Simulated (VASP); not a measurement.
# AlHg (F-43m) in VASP: notebook

Aim: see how the results for AlHg move with the level of theory and the settings. Levels: BLYP+D4, PBE. Tasks: relaxation of cell and atoms.

Program: VASP 6.6.1. These are calculated values, not measurements. Logs are shortened: lines on timing, memory, paths and dates and some standing lists are left out, and cuts for length are marked.

### Step 1. The structure

Symmetry: F-43m, No. 216, cubic system. The conventional cell has a = 6.137 Å, b = 6.137 Å, c = 6.137 Å, α = 90.00°, β = 90.00°, γ = 90.00°. Al (site symmetry -43m) has 4 Hg at 2.66 Å as nearest neighbours. Hg (site symmetry -43m) has 4 Al at 2.66 Å as nearest neighbours.

The cell was built by a generator and needn't be a form met in nature.

### Step 2. Relaxation of cell and atoms, BLYP+D4

INCAR

```
AGGAC = 1.0
AGGAX = 1.0
ALDAC = 0.0
ALDAX = 1.0
ALGO = Fast
EDIFF = 1E-7
EDIFFG = -0.01
ENCUT = 600
GGA = B5
IBRION = 2
ISIF = 3
ISMEAR = -1
IVDW = 13
LASPH = T
LCHARG = F
LREAL = F
LWAVE = F
NELM = 60
NSW = 60
PREC = Accurate
SIGMA = 0.05
VDW_A1 = 0.44488865
VDW_A2 = 4.0933009
VDW_S6 = 1.0
VDW_S8 = 2.34076671
```

KPOINTS

```
k-points
0
Gamma
  8 8 8
```

POSCAR

```
AlHg
1.0
    0.0000000000      3.0685300000      3.0685300000
    3.0685300000      0.0000000000      3.0685300000
    3.0685300000      3.0685300000      0.0000000000
Al Hg
1 1
Direct
    0.0000000000      0.0000000000      0.0000000000
    0.7500000000      0.7500000000      0.7500000000
```

Potentials or basis: VASP PAW PBE potentials, release 64 (Al, Hg).

Run with:

```sh
cat potpaw_PBE.64/Al/POTCAR potpaw_PBE.64/Hg/POTCAR > POTCAR
mpirun -np 1 vasp_std > vasp.out
```

OUTCAR:

```text
EDIFF = 1E-7
   EDIFFG = -0.01
   ENCUT = 600
   GGA = B5
   IBRION = 2
   ISIF = 3
   ISMEAR = -1
   IVDW = 13
   LASPH = T
   LREAL = F
   NELM = 60
   NSW = 60
   PREC = Accurate

 ion  position               nearest neighbor table
   1  0.000  0.000  0.000-   2 2.66   2 2.66   2 2.66   2 2.66
   2  0.750  0.750  0.750-   1 2.66   1 2.66   1 2.66   1 2.66

  LATTYP: Found a face centered cubic cell.
 ALAT       =     6.1370600000

  Lattice vectors:

 A1 = (   0.0000000000,   3.0685300000,   3.0685300000)
 A2 = (   3.0685300000,   0.0000000000,   3.0685300000)
 A3 = (   3.0685300000,   3.0685300000,   0.0000000000)

Analysis of symmetry for initial positions (statically):
=====================================================================
 Subroutine PRICEL returns:
 Original cell was already a primitive cell.

 Routine SETGRP: Setting up the symmetry group for a
 face centered cubic supercell.

 Subroutine GETGRP returns: Found 24 space group operations
 (whereof 24 operations were pure point group operations)
 out of a pool of 48 trial point group operations.

The static configuration has the point symmetry T_d .

Analysis of symmetry for dynamics (positions and initial velocities):
=====================================================================
 Subroutine PRICEL returns:
 Original cell was already a primitive cell.

 Routine SETGRP: Setting up the symmetry group for a
 face centered cubic supercell.

 Subroutine GETGRP returns: Found 24 space group operations
 (whereof 24 operations were pure point group operations)
 out of a pool of 48 trial point group operations.

The dynamic configuration has the point symmetry T_d .

 Subroutine INISYM returns: Found 24 space group operations
 (whereof 24 operations are pure point group operations),
 and found     1 'primitive' translations

----------------------------------------------------------------------------------------

                                     Primitive cell

  volume of cell :      57.7858

  direct lattice vectors                    reciprocal lattice vectors
     0.000000000  3.068530000  3.068530000    -0.162944472  0.162944472  0.162944472
     3.068530000  0.000000000  3.068530000     0.162944472 -0.162944472  0.162944472
     3.068530000  3.068530000  0.000000000     0.162944472  0.162944472 -0.162944472

  length of vectors
     4.339556743  4.339556743  4.339556743     0.282228104  0.282228104  0.282228104

  position of ions in fractional coordinates (direct lattice)
     0.000000000  0.000000000  0.000000000
     0.750000000  0.750000000  0.750000000

  ion indices of the primitive-cell ions
   primitive index   ion index
                 1           1
                 2           2

----------------------------------------------------------------------------------------

 KPOINTS: k-points

Automatic generation of k-mesh.
 Grid dimensions read from file:
 generate k-points for:    8    8    8

 Generating k-lattice:

  Cartesian coordinates                     Fractional coordinates (reciprocal lattice)
    -0.020368059  0.020368059  0.020368059     0.125000000  0.000000000  0.000000000
     0.020368059 -0.020368059  0.020368059     0.000000000  0.125000000  0.000000000
     0.020368059  0.020368059 -0.020368059     0.000000000  0.000000000  0.125000000

  Length of vectors
     0.035278513  0.035278513  0.035278513

  Shift w.r.t. Gamma in fractional coordinates (k-lattice)
     0.000000000  0.000000000  0.000000000

 Subroutine IBZKPT returns following result:
 ===========================================

 Found     29 irreducible k-points:

 Following reciprocal coordinates:
            Coordinates               Weight
  0.000000  0.000000  0.000000      1.000000
  0.125000  0.000000  0.000000      8.000000
  0.250000  0.000000  0.000000      8.000000
  0.375000  0.000000  0.000000      8.000000
  0.500000  0.000000  0.000000      4.000000
  0.125000  0.125000  0.000000      6.000000
[... 16 lines left out ...]
  0.500000  0.250000  0.125000     48.000000
 -0.375000  0.250000  0.125000     24.000000
 [... further k-points ...]
   k-points           NKPTS =     29   k-points in BZ     NKDIM =     29   number of bands    NBANDS=     11
   number of dos      NEDOS =    301   number of ions     NIONS =      2
   total plane-waves  NPLWV =  46656
   dimension x,y,z NGX =    36 NGY =   36 NGZ =   36
   dimension x,y,z NGXF=    72 NGYF=   72 NGZF=   72
   ions per type =               1   1
   NGX,Y,Z   is equivalent  to a cutoff of  13.79, 13.79, 13.79 a.u.
   NGXF,Y,Z  is equivalent  to a cutoff of  27.58, 27.58, 27.58 a.u.
 SYSTEM =  unknown system
   PREC   = accura    normal or accurate (medium, high low for compatibility)
   ISTART =      0    job   : 0-new  1-cont  2-samecut
   ICHARG =      2    charge: 1-file 2-atom 10-const
   ISPIN  =      1    spin polarized calculation?
   LNONCOLLINEAR =      F non collinear calculations
   LSORBIT =      F    spin-orbit coupling
   LASPH  =      T    aspherical Exc in radial PAW
   ENCUT  =  600.0 eV  44.10 Ry    6.64 a.u.   8.67  8.67  8.67*2*pi/ulx,y,z
   NELM   =     60;   NELMIN=  2; NELMDL= -5     # of ELM steps
   EDIFF  = 0.1E-06   stopping-criterion for ELM
   LREAL  =      F    real-space projection
   EDIFFG = -.1E-01   stopping-criterion for IOM
   NSW    =     60    number of steps for IOM
   IBRION =      2    ionic relax: 0-MD 1-quasi-New 2-CG
   NFREE  =      1    steps in history (QN), initial steepest desc. (CG)
   ISIF   =      3    stress and relaxation
   ISYM   =      2    0-nonsym 1-usesym 2-fastsym
   POTIM  = 0.5000    time-step for ionic-motion
   TEBEG  =    0.0;   TEEND  =   0.0 temperature during run
   PSTRESS=    0.0 pullay stress
   NELECT =      15.0000    total number of electrons
   NUPDOWN=      -1.0000    fix difference up-down
   EMIN   =  10.00;   EMAX   =-10.00  energy-range for DOS
   EFERMI =   0.00;   METHOD = LEGACY
   ISMEAR =    -1;   SIGMA  =   0.05  broadening in eV -4-tet -1-fermi 0-gaus
   EFERMI_NEDOS =   21; number of points for ismear=-14 and -15
   IALGO  =     68    algorithm
   IMIX   =      4    mixing-type and parameters
     AMIX     =   0.40;   BMIX     =  1.00
     AMIX_MAG =   1.60;   BMIX_MAG =  1.00
  volume/ion in A,a.u.               =      28.89       194.98
  Fermi-wavevector in a.u.,A,eV,Ry     =   1.044315  1.973469 14.838432  1.090594
  Thomas-Fermi vector in A             =   2.179062
   LORBIT       =      0    0 simple, 1 ext, 2 COOP (PROOUT), +10 PAW based schemes
   GGA     = B5    functional components
   LHFCALC =     F    Hartree Fock is set to
   AEXX    =    0.0000 exact exchange contribution
   IVDW    =    13    specifies the selected vdW correction
   LEPSILON=     F    determine dielectric tensor
   LRPA    =     F    only Hartree local field effects (RPA)
 conjugate gradient relaxation of ions
 non-spin polarized calculation
 RMM-DIIS sequential band-by-band and
  energy-cutoff  :      600.00
  volume of cell :       57.79
 maximum number of plane-waves:      1964
   NGX = 17   NGY = 17   NGZ = 17

--------------------------------------- Ionic step        1  -------------------------------------------

 number of electron      14.9999999 magnetization

 Free energy of the ion-electron system (eV)
  ---------------------------------------------------
  ext. energy  EPLUGINS =         0.00000000
  ---------------------------------------------------
  free energy    TOTEN  =        -2.06179069 eV

  energy without entropy =       -2.05512904  energy(sigma->0) =       -2.05845987

------------------------ aborting loop because EDIFF is reached ----------------------------------------

  DFT-D4 for vdW energy calculation

  Edisp (eV):   -1.03260

  FORCE on cell =-STRESS in cart. coord.  units (eV):
  Direction    XX          YY          ZZ          XY          YZ          ZX
  --------------------------------------------------------------------------------------
  -------------------------------------------------------------------------------------
  Total      -0.22246    -0.22246    -0.22246     0.00000     0.00000    -0.00000
  in kB      -6.16795    -6.16795    -6.16795     0.00000     0.00000    -0.00000
  external pressure =       -6.17 kB  Pullay stress =        0.00 kB
[... 61 lines left out ...]
  energy  without entropy=       -3.0899308933  energy(sigma->0) =       -3.09318486

--------------------------------------- Ionic step        3  -------------------------------------------

 number of electron      14.9999998 magnetization

 Free energy of the ion-electron system (eV)
  ---------------------------------------------------
  ext. energy  EPLUGINS =         0.00000000
  ---------------------------------------------------
  free energy    TOTEN  =        -2.04218526 eV

  energy without entropy =       -2.03568207  energy(sigma->0) =       -2.03893367

 E-fermi :   2.9075     XC(G=0):  -8.2486

 val. band max:        2.7324892516   @ k =   0.5000   0.2500   0.1250
 cond. band min:       2.9641400288   @ k =   0.2500   0.1250   0.0000
 fundamental gap:      0.2316507772
 Fermi energy:         2.9075410996

 k-point     1 :       0.0000    0.0000    0.0000
  band No.  band energies     occupation
      1      -5.6490      2.00000
      2      -4.9231      2.00000
      3      -4.9231      2.00000
      4      -4.9231      2.00000
      5      -4.5601      2.00000
      6      -4.5601      2.00000
      7       6.7408      0.00000
      8       6.7408      0.00000
      9       6.7408      0.00000
     10       7.4954      0.00000
     11       7.8987      0.00000
[... 309 lines left out ...]
 k-point    24 :      -0.3750    0.2500    0.1250
  band No.  band energies     occupation
      1      -5.2478      2.00000
      2      -4.8189      2.00000
      3      -4.7469      2.00000
      4      -4.5969      2.00000
      5      -4.5240      2.00000
      6      -2.6865      2.00000
      7      -0.4845      2.00000
      8       2.6082      1.99499
      9       3.9097      0.00000
     10       8.2356      0.00000
     11       8.5886      0.00000

 [... further k-points ...]

------------------------ aborting loop because EDIFF is reached ----------------------------------------

  DFT-D4 for vdW energy calculation

  Edisp (eV):   -1.05429

  FORCE on cell =-STRESS in cart. coord.  units (eV):
  Direction    XX          YY          ZZ          XY          YZ          ZX
  --------------------------------------------------------------------------------------
  -------------------------------------------------------------------------------------
  Total      -0.00544    -0.00544    -0.00544    -0.00000     0.00000     0.00000
  in kB      -0.15372    -0.15372    -0.15372    -0.00000     0.00000     0.00000
  external pressure =       -0.15 kB  Pullay stress =        0.00 kB
[... 17 lines left out ...]
  FREE ENERGIE OF THE ION-ELECTRON SYSTEM (eV)
  ---------------------------------------------------
  free  energy   TOTEN  =        -3.0964755757 eV

  energy  without entropy=       -3.0899723779  energy(sigma->0) =       -3.09322398

 reached required accuracy - stopping structural energy minimisation
```

It took 50 s on 1 thread of Intel Xeon 6975P-C (Granite Rapids), shared host; peak memory 0.22 GiB.

What came out:

* Free energy: -3.0965 eV
* Relaxed volume: 28.37 Å³/atom
* Relaxed cell: a = 4.313 Å, b = 4.313 Å, c = 4.313 Å, α = 60.00°, β = 60.00°, γ = 60.00°
* Space group after relaxing (to 0.05 Å): F-43m (No. 216)
* Energy gained by relaxing: 1.0 meV/atom
* Ionic steps: 3
* Pressure after relaxing: 0.0 GPa
* Band gap on the k mesh: none (metal or under the smearing width)
* Dispersion energy per atom: -0.527 eV

The path:
```
step  energy change (eV)  largest force (eV/Å)  pressure (GPa)  volume (Å³)
   1              0.0000                0.0000           -0.62        57.79
   2             -0.0020                0.0000           -0.08        56.86
   3             -0.0021                0.0000           -0.02        56.74
```

Final structure:
```xyz
2
Lattice="0.0000 3.0499 3.0499 3.0499 0.0000 3.0499 3.0499 3.0499 0.0000" Properties=species:S:1:pos:R:3 pbc="T T T"
Al    0.0000    0.0000    0.0000
Hg    4.5749    4.5749    4.5749
```

Levels at points of the mesh, in eV from the Fermi level:
| k point | band 3 | band 4 | band 5 | band 6 | band 7 | band 8 | band 9 | band 10 | band 11 |
| --- | --- | --- | --- | --- | --- | --- | --- | --- | --- |
| (0.00, 0.00, 0.00) | -7.83 | -7.83 | -7.47 | -7.47 | 3.83 | 3.83 | 3.83 | 4.59 | 4.99 |
| (0.50, 0.00, 0.00) | -7.74 | -7.42 | -7.42 | -5.90 | -3.77 | 2.03 | 2.03 | 3.85 | 6.10 |
| (0.50, 0.50, 0.00) | -7.54 | -7.54 | -7.36 | -4.92 | -3.89 | 0.10 | 0.10 | 3.34 | 3.91 |

Caveat: the PAW data sets were made with another functional, which shifts forces and pressure a little; pairwise dispersion overbinds metals, which lowers pressure and volume. The run has no spin-orbit coupling, so splittings on Hg are missing.

### Step 3. Relaxation of cell and atoms, PBE

INCAR

```
SYSTEM = AlHg
PREC = Accurate ; ENCUT = 600
EDIFF = 1E-7 ; ISMEAR = -1
SIGMA = 0.05 ; LREAL = .FALSE.
LASPH = .TRUE. ; NELM = 60
ALGO = Fast ; ISIF = 3
LWAVE = .FALSE. ; LCHARG = .FALSE.
GGA = PE ; IBRION = 2
NSW = 60 ; EDIFFG = -0.01
```

KPOINTS

```
regular mesh
0
G
  6 6 6
  0 0 0
```

POSCAR is that of step 2.

Potentials or basis: VASP PAW PBE potentials, release 64 (Al, Hg).

Run with:

```sh
cat potpaw_PBE.64/Al/POTCAR potpaw_PBE.64/Hg/POTCAR > POTCAR
mpirun -np 1 vasp_std > vasp.out
```

Wall time 14 s (1 thread of Intel Xeon Platinum 8259CL at 2.50GHz (Skylake/Cascade Lake), shared host); peak memory 0.2 GiB.

It converged, with:

```yaml
Free_energy: -3.0951 eV
Pressure_after_relaxing: 0.0 GPa
Band_gap_on_the_k_mesh: none (metal or under the smearing width)
```

Final structure:
```cif
data_structure
_symmetry_space_group_name_H-M 'P 1'
_symmetry_Int_Tables_number 1
_cell_length_a 4.3396
_cell_length_b 4.3396
_cell_length_c 4.3396
_cell_angle_alpha 60.000
_cell_angle_beta 60.000
_cell_angle_gamma 60.000
_cell_volume 57.79
loop_
_atom_site_label
_atom_site_type_symbol
_atom_site_fract_x
_atom_site_fract_y
_atom_site_fract_z
_atom_site_occupancy
Al1 Al 0.00000 0.00000 0.00000 1
Hg1 Hg 0.75000 0.75000 0.75000 1
```

Levels at points of the mesh, in eV from the Fermi level:
| k point | band 3 | band 4 | band 5 | band 6 | band 7 | band 8 | band 9 | band 10 | band 11 |
| --- | --- | --- | --- | --- | --- | --- | --- | --- | --- |
| (0.00, 0.00, 0.00) | -7.82 | -7.82 | -7.47 | -7.47 | 3.72 | 3.72 | 3.72 | 4.49 | 4.83 |
| (0.50, 0.00, 0.00) | -7.74 | -7.43 | -7.43 | -5.90 | -3.85 | 1.94 | 1.94 | 3.64 | 5.87 |
| (0.50, 0.50, 0.00) | -7.54 | -7.54 | -7.37 | -4.91 | -3.94 | 0.01 | 0.01 | 2.99 | 3.64 |

Caveat: the relaxation stopped at its first step, so nothing moved. The run has no spin-orbit coupling, so splittings on Hg are missing.

[end of part 1 of 2]
